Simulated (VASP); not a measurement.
Method: PBE GGA, VASP's PBE PAW potentials (set 64) (plane waves; VASP).

VASP input:

**POSCAR**
```
CdF2
1.0
  0.0000000000   2.6127629825   2.6127629825
  2.6127629825   0.0000000000   2.6127629825
  2.6127629825   2.6127629825   0.0000000000
Cd F
1 2
Cart
  0.0000000000   0.0000000000   0.0000000000
  1.3063814913   1.3063814913   1.3063814913
  3.9191444738   3.9191444738   3.9191444738
```

### KPOINTS
```
Automatic mesh
0
Gamma
7 7 7
0 0 0
```

INCAR:
```
SYSTEM = CdF2
PREC = Accurate
ENCUT = 620
EDIFF = 1E-6
NELM = 100
ALGO = Normal
LREAL = .FALSE.
LASPH = .TRUE.
ISMEAR = 0
SIGMA = 0.05
GGA = PE
LMAXMIX = 4
LWAVE = .FALSE.
LCHARG = .FALSE.
IBRION = 2
ISIF = 3
NSW = 40
EDIFFG = -0.02
PSTRESS = 300
```

POTCAR, in this order: Cd F (PBE.64 set). Program: vasp_std.

Output

File OSZICAR:
```
       N       E                     dE             d eps       ncg     rms          rms(c)
DAV:   1     0.229556738907E+03    0.22956E+03   -0.18074E+04   696   0.182E+03
DAV:   2    -0.173480256390E+01   -0.23129E+03   -0.22403E+03   731   0.414E+02
DAV:   3    -0.121334883975E+02   -0.10399E+02   -0.10375E+02   741   0.990E+01
DAV:   4    -0.121917086618E+02   -0.58220E-01   -0.58207E-01   748   0.714E+00
DAV:   5    -0.121919205077E+02   -0.21185E-03   -0.21184E-03   753   0.390E-01    0.123E+01
DAV:   6    -0.105588995234E+02    0.16330E+01   -0.48374E+00   903   0.407E+01    0.904E+00
DAV:   7    -0.105949735763E+02   -0.36074E-01   -0.77672E-01   683   0.973E+00    0.526E+00
DAV:   8    -0.105924182669E+02    0.25553E-02   -0.11538E-01   731   0.401E+00    0.609E-01
DAV:   9    -0.105857509709E+02    0.66673E-02   -0.31883E-02   841   0.269E+00    0.814E-02
DAV:  10    -0.105863383499E+02   -0.58738E-03   -0.26349E-03   684   0.585E-01    0.101E-01
DAV:  11    -0.105864149139E+02   -0.76564E-04   -0.81331E-05   752   0.918E-02    0.240E-02
DAV:  12    -0.105864240403E+02   -0.91264E-05   -0.99288E-06   690   0.453E-02    0.170E-02
DAV:  13    -0.105864258741E+02   -0.18338E-05   -0.83684E-06   707   0.280E-02    0.346E-03
DAV:  14    -0.105864258391E+02    0.35023E-07   -0.42970E-07   510   0.704E-03
   1 F= -.39069757E+01 E0= -.39069757E+01  d E =-.390698E+01
       N       E                     dE             d eps       ncg     rms          rms(c)
DAV:   1    -0.130068777925E+02   -0.24205E+01   -0.68324E+01   686   0.104E+02    0.139E+01
DAV:   2    -0.100961166804E+02    0.29108E+01   -0.89978E+00   684   0.309E+01    0.350E+00
DAV:   3    -0.988401895970E+01    0.21210E+00   -0.55758E-01   685   0.157E+01    0.257E+00
DAV:   4    -0.985995581943E+01    0.24063E-01   -0.77671E-02   805   0.425E+00    0.173E+00
DAV:   5    -0.985611827180E+01    0.38375E-02   -0.23263E-02   723   0.234E+00    0.325E-01
DAV:   6    -0.985539690422E+01    0.72137E-03   -0.21907E-03   713   0.123E+00    0.853E-02
DAV:   7    -0.985544793207E+01   -0.51028E-04   -0.71019E-04   786   0.465E-01    0.374E-02
DAV:   8    -0.985544765110E+01    0.28097E-06   -0.12927E-04   691   0.218E-01    0.614E-03
DAV:   9    -0.985544867321E+01   -0.10221E-05   -0.41663E-06   712   0.387E-02    0.136E-02
DAV:  10    -0.985544813058E+01    0.54263E-06   -0.40688E-06   664   0.475E-02
   2 F= -.38706669E+01 E0= -.38706669E+01  d E =0.363089E-01
       N       E                     dE             d eps       ncg     rms          rms(c)
DAV:   1    -0.112668956320E+02   -0.14114E+01   -0.21073E+01   686   0.597E+01    0.744E+00
DAV:   2    -0.104088034551E+02    0.85809E+00   -0.27336E+00   685   0.173E+01    0.235E+00
DAV:   3    -0.103373151514E+02    0.71488E-01   -0.16363E-01   682   0.807E+00    0.226E+00
DAV:   4    -0.103277607898E+02    0.95544E-02   -0.22910E-02   774   0.239E+00    0.132E+00
DAV:   5    -0.103262971123E+02    0.14637E-02   -0.58334E-03   698   0.989E-01    0.988E-02
DAV:   6    -0.103261897982E+02    0.10731E-03   -0.30083E-04   732   0.414E-01    0.490E-02
DAV:   7    -0.103262009272E+02   -0.11129E-04   -0.13920E-04   712   0.206E-01    0.137E-02
DAV:   8    -0.103262010062E+02   -0.79041E-07   -0.24875E-05   716   0.810E-02    0.364E-03
DAV:   9    -0.103262013660E+02   -0.35975E-06   -0.51453E-07   506   0.832E-03
   3 F= -.39629062E+01 E0= -.39629062E+01  d E =-.559305E-01
```

**OUTCAR**
```
------------------------ aborting loop because EDIFF is reached ----------------------------------------
  FORCE on cell =-STRESS in cart. coord.  units (eV):
  Direction    XX          YY          ZZ          XY          YZ          ZX
  --------------------------------------------------------------------------------------
  Total        6.3221910      6.3221910      6.3221910     -0.0000000     -0.0000000      0.0000000
  in kB      298.0621281    298.0621281    298.0621281     -0.0000000     -0.0000000      0.0000000
  external PRESSURE =      -1.9378719 kB  Pullay stress =     300.0000000 kB
  volume of cell :       33.98
      direct lattice vectors                 reciprocal lattice vectors
    -0.000000000  2.570872079  2.570872079    -0.194486534  0.194486534  0.194486534
     2.570872079 -0.000000000  2.570872079     0.194486534 -0.194486534  0.194486534
     2.570872079  2.570872079  0.000000000     0.194486534  0.194486534 -0.194486534
 POSITION                                       TOTAL-FORCE (eV/Angst)
 -----------------------------------------------------------------------------------
     -0.00000      0.00000      0.00000        -0.000000     -0.000000     -0.000000
      1.28544      1.28544      1.28544        -0.000000     -0.000000      0.000000
      3.85631      3.85631      3.85631         0.000000      0.000000     -0.000000
 -----------------------------------------------------------------------------------
    total drift:                                0.000000     -0.000000      0.000000
  FREE ENERGIE OF THE ION-ELECTRON SYSTEM (eV)
  ---------------------------------------------------
  free  energy   TOTEN  =       -10.3262013660 eV

  energy  without entropy=      -10.3262013660  energy(sigma->0) =      -10.32620137
  enthalpy is  TOTEN    =        -3.9629061679 eV   P V=        6.3632951981

 reached required accuracy - stopping structural energy minimisation
```
(Selected blocks of OUTCAR.)

**CONTCAR**
```
CdF2
   1.00000000000000
    -0.0000000000000000    2.5708720791362145    2.5708720791362145
     2.5708720791362145   -0.0000000000000000    2.5708720791362145
     2.5708720791362145    2.5708720791362145    0.0000000000000000
  Cd              F
     1     2
Direct
     0.0000000000000000    0.0000000000000000    0.0000000000000000
     0.2500000000000000    0.2500000000000000    0.2500000000000000
     0.7500000000000000    0.7500000000000000    0.7500000000000000
```

Energy and stress use the plane-wave basis of the starting cell.

The compound is CdF2 in the fluorite structure. This run relaxes it under an external pressure of 30 GPa. Symmetry was kept, so distortions that lower it aren't found.
